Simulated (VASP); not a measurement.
Given:

```xyz
2
Lattice="0.0000 3.0404 3.0404 3.0404 0.0000 3.0404 3.0404 3.0404 0.0000" Properties=species:S:1:pos:R:3 pbc="T T T"
Cu     0.0000     3.0404     3.0404
I      1.5202     1.5202     1.5202
```

All values below come from B3LYP hybrid, VASP's PBE PAW potentials (set 64) (plane waves; VASP 6.6.1). Numerical set-up: 520 eV cut-off, 6×6×6 Γ-centred mesh, Gaussian smearing of 0.050 eV, potentials Cu I.

Task: Give the stress tensor in GPa (positive for a compressed cell).

Result: 
```
2.60  0.00  0.00
0.00  2.60  0.00
0.00  0.00  2.60
```
The pressure is its mean diagonal, 2.60 GPa.

The compound is CuI in the zinc blende structure. It was relaxed first. The cell's shape comes from a PBE relaxation.
